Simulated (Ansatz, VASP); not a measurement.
# Be2Al in two plane-wave programs, part 2 of 2

Aim: how closely do two programs agree when they are given the same cell, functional and k mesh? The cell is generated by rule, not measured, and may not be a known phase. The cell is taken from a series of runs on this material, whose earlier steps may have relaxed, scaled, displaced or heated it; both programs get it as it stands.

VASP 6.6.1 and Ansatz 0.2.0.

So far: The structure; VASP: zone-centre phonons, PBEsol, pair 1.

## Step 3: Ansatz: zone-centre phonons, PBEsol, pair 1

Level of this step: Ansatz beside VASP: Kohn-Sham DFT, plane waves, PBEsol (Ansatz).

Ansatz runs on its default PAW (the set named soft_2) files.

The same cell, functional, mesh and smearing now go to Ansatz, which takes its cutoff from its data sets.

Input file input.yaml:

```yaml
crystal:
  lattice:
    - [3.6927615084, 0.0, 0.0]
    - [-1.8463807542, 3.1980252764, 0.0]
    - [0.0, 0.0, 2.7662793099]
  atoms:
    - { symbol: Be, position: [0.3333333333, 0.6666666667, 0.5] }
    - { symbol: Be, position: [0.6666666667, 0.3333333333, 0.5] }
    - { symbol: Al, position: [0.0, 0.0, 0.0] }
kpoints:
  mp_grid: { grid: [12, 12, 14] }
hamiltonian:
  xc: pbesol
scf:
  occupations: { method: methfessel_paxton, width: 0.15 }
output:
  eigenvalues: true
phonons:
  method: dfpt
```

Launch:

```bash
$ ansatz run input.yaml --threads 4 --pin off --max-ram 7168MiB --backend cpu --events-out ev --progress --plain --runs-dir out
```

Numbers of over 12 decimals in the logs are rounded to 6 here.

The program printed:

```text
zone centre: on kpoints.mp_grid the ground state, and the responses unless they are solved on pairs of k-points, stand on 344 of the mesh's 2016 k-points, reduced under 4 symmetry operations, with k and −k counted as one. Each operation leaves every solved displacement unchanged or reverses it
Engine: ansatz 0.2.0, aarch64-unknown-linux-gnu
Pseudopotentials: kind: paw
Pseudopotential: Be, paw, valence charge 2, recommended cutoff 420 eV (normal), Be.paw.azcp
Pseudopotential: Al, paw, valence charge 3, recommended cutoff 420 eV (normal), Al.paw.azcp
Functional definition: PBEsol
  exchange = pbesol_x
  correlation = pbesol_c
Crystal: 3 atoms, lattice volume = 32.668 Å³
Basis set: ecut = 420 eV, 657 PW (Γ), exchange–correlation on 50×50×40 points (8 copies of the dense FFT grid, shifted against one another)
Bands: 8, of which v1, the nominal top of the filled ones, is band 4 counted from 1 (3 counted from 0)
Symmetry: 24 space group operations
k-points: 344 of 2016 (irreducible under 4 space group operations, time reversal used)
Non-local potential: Be, projectors of the file, l = 0: 2, l = 1: 2, l = 2: 1
Non-local potential: Al, projectors of the file, l = 0: 2, l = 1: 2, l = 2: 1
PAW form: soft (Blöchl's): semilocal exchange-correlation on the pseudo side does not see the compensation charge
PAW frozen core: Be, regenerated for the run's functional, and the local potential with it (the file was generated under x = pbe(κ = 0.804, μ = 0.219515), c = pbe(β = 0.066725))
PAW frozen core: Al, regenerated for the run's functional, and the local potential with it (the file was generated under x = pbe(κ = 0.804, μ = 0.219515), c = pbe(β = 0.066725))
PAW one-centre angular grid: Be, 110 points (default); XC on 64 Gauss nodes
PAW one-centre angular grid: Al, 110 points (default); XC on 64 Gauss nodes
Initial density: superposition of atomic densities (neutral atoms: chi_scale 0, normalization atom), corrected by the library's trained network
Initial wavefunctions: pseudopotential atomic-orbital guess
Functional: x = pbesol(κ = 0.804, μ = 0.123457), c = pbesol(β = 0.046)
SCF iter   1: F=—  HF=-704.536759 eV  |F-HF|=—  |Δ(HF+E_count)|=         —  Δρ=1.41e-3  dr2=3.95e-4  ethr=1.77e-3  ⟨swp⟩=5.0  Hψ=21387  notcnv=0
preconditioner: auto → none  [metal: Δε(μ)=0.026 eV  Ē_g=9.254 eV  σ=0.150 eV  W_gap=0.15  n_scr=6 (ndim 8)  ℏωp=17.2 eV  f_vac=0.000  D(μ)=0.74/eV (n_scr^D=6)  sad-step TF]
SCF iter   2: F=—  HF=-704.536696 eV  |F-HF|=—  |Δ(HF+E_count)|=   6.29e-5  S|Δr|=    0.00e0  Δρ=8.26e-4  dr2=1.52e-4  ethr=5.64e-6  ⟨swp⟩=1.4  Hψ=5661  notcnv=0
SCF iter   3: F=—  HF=-704.536677 eV  |F-HF|=—  |Δ(HF+E_count)|=   1.88e-5  S|Δr|=    0.00e0  Δρ=1.22e-4  dr2=1.03e-5  ethr=2.17e-6  ⟨swp⟩=2.1  Hψ=3797  notcnv=0
SCF iter   4: F=—  HF=-704.536673 eV  |F-HF|=—  |Δ(HF+E_count)|=   4.08e-6  S|Δr|=    0.00e0  Δρ=2.59e-5  dr2=3.24e-7  ethr=1.46e-7  ⟨swp⟩=2.0  Hψ=3777  notcnv=0
SCF iter   5: F=—  HF=-704.536673 eV  |F-HF|=—  |Δ(HF+E_count)|=   3.85e-7  S|Δr|=    0.00e0  Δρ=9.43e-6  dr2=5.95e-8  ethr=4.64e-9  ⟨swp⟩=2.0  Hψ=3782  notcnv=0
SCF iter   6: F=—  HF=-704.536673 eV  |F-HF|=—  |Δ(HF+E_count)|=   2.20e-8  S|Δr|=    0.00e0  Δρ=1.71e-6  dr2=1.99e-9  ethr=8.49e-10  ⟨swp⟩=2.1  Hψ=3767  notcnv=0
SCF iter   7: F=—  HF=-704.536673 eV  |F-HF|=—  |Δ(HF+E_count)|=  7.54e-10  S|Δr|=    0.00e0  Δρ=1.76e-7  dr2=2.11e-11  ethr=2.85e-11  ⟨swp⟩=2.1  Hψ=3802  notcnv=0
SCF iter   8: F=-704.536673 eV  HF=-704.536673 eV  |F-HF|=0.00e0  |Δ(HF+E_count)|=  8.30e-12  S|Δr|=    0.00e0  Δρ=7.07e-9  dr2=3.34e-14  ethr=1.00e-12  ⟨swp⟩=5.8  Hψ=10056  notcnv=0
SCF 1 converged in 8 iterations: F = -704.536673 eV  dr2 = 3.34e-14
  greatest PAW one-centre occupation: 0.413 electrons in one spin orbital (limit 2), on the Al atom at site 2 (counted from 0), in its partial waves of l = 0
DFPT response loops at Γ: preconditioner auto → Kerker (q_TF=auto, 2.111 Å⁻¹) (partly filled bands, converged f_vac=0.000); β = 1.00, the filter's whole step (`scf.mixing.beta` (0.50) is not read by the response loops under this deck's `scf.mixing.preconditioner`; to damp them name `kerker` or `kerker_dos`, under which they read `scf.mixing.beta`, and type it under 1.00, their step now; both keys bind the ground state too); Broyden in place of MSR1
SCF converged after 8 iterations
Stability not checked: this state was not tested for a lower state beside it, because cold or Methfessel-Paxton smearing, or corrected tetrahedra, fill the levels in a way that the test cannot read (fill_not_monotonic; see scf.lower_state_search)
Free energy (F): -704.536673 eV
Harris-Foulkes:  -704.536673 eV  (|F-HF|=0.00e0)
Internal energy: -704.536588 eV  (E = F + TS)
E sigma→0 (E₀):  -704.536651 eV
Entropy (-TS):   -0.000085 eV (-0.028 meV/atom)
Fermi energy:    7.815557 eV
--- Per-component energies (eV) ---
  E_band       = 22.751507
  E_kinetic    = 64.470612
  E_local      = 14.394136  (includes V_loc(G=0)·N_el)
  E_nonlocal   = 19.380157
  E_hartree    = 0.784214
  E_xc         = -78.553166
  E_vxc        = -70.660724  (∫ρ·V_xc dr)
  E_paw        = -569.254089  (= ΣΔE_a)
  E_vpaw       = -6.401098  (= ΣTr[D̂ρ^β])
  E_aug_tail   = -0.000005  (compensation charges beyond the density's cutoff)
  E_ewald      = -155.796650
  E_core_change = 0.038202  (= ΣΔE_core)
  E_smearing   = -0.000085  (= −TS)
  E_closure    = -0.000000  (closes the sum)
  Σ components = -704.536673   (vs F -704.536673, Δ=0.00e0)
--- Band table (eV; the first three rows and the last of 344) ---
  k-point 0: bands = ["-3.3234", "7.5380", "7.5380", "8.5229", "8.5229", "11.7257", "11.8188", "13.5927"]
  k-point 1: bands = ["-3.2352", "7.6236", "7.6236", "8.6105", "8.6105", "10.4094", "12.5526", "13.5633"]
  k-point 2: bands = ["-2.9710", "7.8776", "7.8776", "8.7045", "8.8726", "8.8726", "13.0243", "13.4811"]
  k-point 343: bands = ["2.8484", "3.3152", "5.8000", "6.3632", "6.4227", "7.6348", "14.6096", "15.9987"]
--- Phonons (Γ-DFPT): 4 representative perturbations + reference, on 344 of 2016 k-points (Σ response iterations 11) ---
  k mesh reduced under 4 symmetry operations, with k and −k counted as one. Each operation leaves every solved displacement unchanged or reverses it
  ASR residual: 3.541e-5 → 0.000e0 eV/Å²; symmetrization residual: 9.917e-8 eV/Å²
  ASR residual per site (eV/Å²): 3.54e-5 3.54e-5 2.54e-5
  Γ frequencies (cm⁻¹): 0.00 0.00 0.00 276.85 340.83 403.04 403.04 632.53 632.53
  non-analytic LO–TO correction: not included (Born effective charges unavailable; polar crystals: no LO–TO splitting at Γ)
```

Reading the cycles: dr2 is the Hartree energy of the density residual (eV), the measure of convergence; HF is the Harris–Foulkes estimate of the energy, which meets the free energy F at convergence.

## Step 4: Side by side

Known differences besides the potentials themselves: the cutoff is 420 eV in Ansatz and 600 eV in VASP; Ansatz makes its cores anew for this functional, VASP keeps those of its PBE data sets. Total energies have different zeros and are not compared.

Both answers:

| quantity | Ansatz | VASP | difference |
| --- | --- | --- | --- |
| optical mode 1 (cm⁻¹) | 276.9 | 280.0 | -1.13 % |
| optical mode 2 (cm⁻¹) | 340.8 | 340.4 | +0.13 % |
| optical mode 3 to 4 (cm⁻¹) | 403.0 | 405.3 | -0.56 % |
| optical mode 5 to 6 (cm⁻¹) | 632.5 | 635.5 | -0.46 % |

Modes are paired by rising frequency, not by their patterns, so a pair may set unlike modes beside each other; they are those without the splitting of longitudinal modes.

## Step 5: Ansatz: zone-centre phonons, PBEsol, pair 2

Second derivatives magnify differences that forces hide, and they need a tight electronic threshold. This pair takes another cell of the material, with 6 atoms against 3 for the pair before.

The cell is taken from a series of runs on this material, whose earlier steps may have relaxed, scaled, displaced or heated it; both programs get it as it stands.

input.yaml, the sections that differ from step 3:

```yaml
crystal:
  lattice:
    - [3.7368609665, 0.0, 0.0]
    - [0.0, 4.3268181383, 0.0]
    - [0.0, 0.0, 4.3961906079]
  atoms:
    - { symbol: Be, position: [0.5, 0.7500476656, 0.6196751595] }
    - { symbol: Be, position: [0.0, 0.2500476656, 0.3803248405] }
    - { symbol: Be, position: [0.5, 0.2499523344, 0.6196751595] }
    - { symbol: Be, position: [0.0, 0.7499523344, 0.3803248405] }
    - { symbol: Al, position: [0.5, 0.5, 0.1075338704] }
    - { symbol: Al, position: [0.0, 0.0, 0.8924661296] }
kpoints:
  mp_grid: { grid: [8, 8, 8] }
# hamiltonian, scf, output, phonons: as in step 3
```

The program printed:

```text
[...]
Crystal: 6 atoms, lattice volume = 71.081 Å³
Basis set: ecut = 420 eV, 1393 PW (Γ), exchange–correlation on 60×60×60 points (8 copies of the dense FFT grid, shifted against one another)
Bands: 13, of which v1, the nominal top of the filled ones, is band 7 counted from 1 (6 counted from 0)
Symmetry: 8 space group operations
k-points: 170 of 512 (irreducible under 2 space group operations, time reversal used)
[...]
k-point 169: bands = [... 3 lower, 1.9747, 2.1612, 2.1612, 2.7299, 2.7299, 13.2314, 13.2314, 13.6873, ... 2 higher]
[...]
ASR residual: 1.199e-4 → 0.000e0 eV/Å²; symmetrization residual: 9.230e-8 eV/Å²
  ASR residual per site (eV/Å²): 3.80e-5 3.80e-5 3.80e-5 3.80e-5 1.20e-4 1.20e-4
  Γ frequencies (cm⁻¹): -277.85 0.00 0.00 0.00 197.90 201.66 242.34 289.43 299.93 324.94 339.58 483.26 516.43 532.41 617.60 641.17 642.52 648.95
[...]
[key lines of the parts left out:]
SCF converged after 8 iterations
Free energy (F): -1408.507281 eV
Fermi energy:    6.665417 eV
```

## Step 6: VASP: zone-centre phonons, PBEsol, pair 2

The same cell, functional, mesh and smearing now go to VASP, with its own data sets.

Input file INCAR:

```
SYSTEM = Be2Al
PREC = Accurate
ENCUT = 600
EDIFF = 1E-08
NELM = 120
ISMEAR = 1
SIGMA = 0.15
LREAL = .FALSE.
ALGO = Normal
GGA = PS
NBANDS = 13
LORBIT = 11
LWAVE = .FALSE.
LCHARG = .FALSE.
ISIF = 2
IBRION = 8
LASPH = .TRUE.
GGA_COMPAT = .FALSE.
KPAR = 2
```

Input file POSCAR:

```
Be2Al
1.0
    3.7368609665      0.0000000000      0.0000000000
    0.0000000000      4.3268181383      0.0000000000
    0.0000000000      0.0000000000      4.3961906079
Be Al
4 2
Direct
    0.5000000000      0.7500476656      0.6196751595
    0.0000000000      0.2500476656      0.3803248405
    0.5000000000      0.2499523344      0.6196751595
    0.0000000000      0.7499523344      0.3803248405
    0.5000000000      0.5000000000      0.1075338704
    0.0000000000      0.0000000000      0.8924661296
```

Input file KPOINTS:

```
Automatic mesh
0
Gamma
8 8 8
0 0 0
```

The projector-augmented-wave data sets are Be and Al (PBE family, release 64).

Launch:

```bash
$ mpirun -np 2 vasp_std
```

The program printed:

```text
[banner, memory and clock lines left out]
running    2 mpi-ranks, on    1 nodes
[...]
[... a notice as in an earlier step ...]

 LDA part: xc-table for (Slater+PW92), standard interpolation
 POSCAR, INCAR and KPOINTS ok, starting setup
[...]
entering main loop
       N       E                     dE             d eps       ncg     rms          rms(c)
DAV:   1     0.120902144886E+02    0.12090E+02   -0.55617E+03  3250   0.965E+02
DAV:   2    -0.213792045816E+02   -0.33469E+02   -0.30780E+02  4108   0.137E+02
DAV:   3    -0.229263586324E+02   -0.15472E+01   -0.14990E+01  4383   0.285E+01
DAV:   4    -0.229529509257E+02   -0.26592E-01   -0.26551E-01  3810   0.419E+00
[...]
DAV:  13    -0.221905813527E+02   -0.15413E-07   -0.24710E-07  4333   0.342E-03    0.124E-03
DAV:  14    -0.221905813735E+02   -0.20763E-07   -0.71720E-09  2464   0.716E-04    0.235E-04
DAV:  15    -0.221905813642E+02    0.92938E-08   -0.13149E-09  2340   0.358E-04
   1 F= -.22190581E+02 E0= -.22191445E+02  d E =0.259034E-02
[...]
RMM:   9    -0.764320153863E-02    0.16417E-07    0.55067E-08  7482   0.538E-05    0.118E-05
RMM:  10    -0.764322086348E-02   -0.19325E-07   -0.19078E-08  7865   0.159E-05    0.848E-07
RMM:  11    -0.764321611230E-02    0.47512E-08    0.19920E-09  7634   0.813E-06    0.761E-07
 first order change of Fermi-energy  -0.41887E-04
 force on displaced ion       5 direction 2 :   0.000  -5.018  -0.007
 Linear response progress:
  Degree of freedom:   6/  6
       N       E                     dE             d eps       ncg     rms          rms(c)
RMM:   1    -0.112654096492E-01   -0.11265E-01    0.14131E-02  8041   0.662E-01
RMM:   2    -0.898127306493E-02    0.22841E-02   -0.71124E-04  5103   0.168E-01    0.736E-02
RMM:   3    -0.883392293873E-02    0.14735E-03   -0.51033E-04  5085   0.871E-02    0.301E-02
RMM:   4    -0.891523617085E-02   -0.81313E-04   -0.57786E-05  5329   0.318E-02    0.122E-02
[...]
RMM:   8    -0.895632507406E-02   -0.56679E-06    0.16029E-08  5588   0.284E-04    0.702E-05
RMM:   9    -0.895626166498E-02    0.63409E-07    0.23618E-08  5608   0.634E-05    0.197E-05
RMM:  10    -0.895625410669E-02    0.75583E-08    0.10307E-08  5819   0.189E-05    0.523E-06
 first order change of Fermi-energy  -0.36335E+00
 force on displaced ion       5 direction 3 :   0.000   0.000  -9.927
 Linear response finished
```

OUTCAR, selected parts (step 6):

```text
[... 1 further part left out ...]
```

## Step 7: Differences

Compared:

| quantity | Ansatz | VASP | difference |
| --- | --- | --- | --- |
| optical mode 1 (imaginary, printed as negative) (cm⁻¹) | -277.9 | -274.7 | -3.2 |
| optical mode 2 (cm⁻¹) | 197.9 | 199.0 | -0.57 % |
| optical mode 3 (cm⁻¹) | 201.7 | 202.2 | -0.26 % |
| optical mode 4 (cm⁻¹) | 242.3 | 243.1 | -0.30 % |
| optical mode 5 (cm⁻¹) | 289.4 | 290.2 | -0.27 % |
| optical mode 6 (cm⁻¹) | 299.9 | 300.5 | -0.18 % |
| optical mode 7 (cm⁻¹) | 324.9 | 326.2 | -0.39 % |
| optical mode 8 (cm⁻¹) | 339.6 | 340.9 | -0.39 % |
| optical mode 9 (cm⁻¹) | 483.3 | 487.7 | -0.90 % |
| optical mode 10 (cm⁻¹) | 516.4 | 517.6 | -0.23 % |
| optical mode 11 (cm⁻¹) | 532.4 | 534.6 | -0.41 % |
| optical mode 12 (cm⁻¹) | 617.6 | 619.9 | -0.38 % |
| optical mode 13 (cm⁻¹) | 641.2 | 644.7 | -0.55 % |
| optical mode 14 (cm⁻¹) | 642.5 | 645.2 | -0.42 % |
| optical mode 15 (cm⁻¹) | 649.0 | 652.9 | -0.60 % |

Modes are paired by rising frequency, not by their patterns, so a pair may set unlike modes beside each other; they are those without the splitting of longitudinal modes.

## Step 8: What came out

```json
{
  "r.m.s. difference of the optical zone-centre modes, each program's sorted by frequency (zone-centre phonons, PBEsol, pair 1)": "2.5 cm⁻¹",
  "difference in optical mode 1 (zone-centre phonons, PBEsol, pair 1)": "-1.1 %",
  "r.m.s. difference of the optical zone-centre modes, each program's sorted by frequency (zone-centre phonons, PBEsol, pair 2)": "2.3 cm⁻¹",
  "difference in optical mode 9 (zone-centre phonons, PBEsol, pair 2)": "-0.9 %"
}
```

The r.m.s. difference of the optical zone-centre modes, each program's sorted by frequency is 2.5 cm⁻¹ (zone-centre phonons, PBEsol, pair 1). Among the rows given in per cent, the largest difference of the zone-centre phonons, PBEsol, pair 1 pair is in optical mode 1, -1.1 %. Among the rows given in per cent, the largest difference of the zone-centre phonons, PBEsol, pair 2 pair is in optical mode 9, -0.9 %. How closely two codes agree says nothing of how well the functional describes the real material.

[Lines on the potential files, build, host, timing and source positions are cut from VASP's logs without a mark.]

[Logs are printed without paths, hosts, clocks, repeated set-up lines and the standing remarks that a program may print on its own settings, such as how far it seeks lower states.]

[Hosts, paths, dates, database ids (printed as entryN), source tags and the programs' standing remarks are cut or masked in the printed files.]
